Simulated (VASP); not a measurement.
Data:

```
CELL_PARAMETERS angstrom
      2.76534     0.00000     0.00000
     -1.38267     2.39486     0.00000
      0.00000     0.00000     4.47358
ATOMIC_POSITIONS crystal
  Re 0.33570 0.68092 0.25982
  Re 0.66430 0.31908 0.74018
```

These are PBEsol GGA, VASP's PBE PAW potentials (set 64) (plane waves; VASP 6.6.1) values and carry that method's errors. Settings: 300 eV cut-off, 11×11×6 Γ-centred mesh shifted by (0.5, 0.5, 0.5), first-order Methfessel-Paxton smearing of 0.27 eV, potentials Re.

At this cut-off the stress carries a Pulay error, which pulls relaxed volumes low.

Which forces act on the atoms, in eV/Å?

```tsv
atom	Fx	Fy	Fz
Re1	0.145	-0.349	-0.324
Re2	-0.145	0.349	0.324
```

Give the stress tensor in GPa (positive for a compressed cell).

```
-7.94   0.37  -0.58
 0.37  -6.35   1.56
-0.58   1.56  -7.86
```
The pressure is its mean diagonal, -7.38 GPa.

The structure comes from a computed database's Re entry; how it stands against other phases isn't given here. The cell was not relaxed at this level, atoms are displaced from their ideal sites.
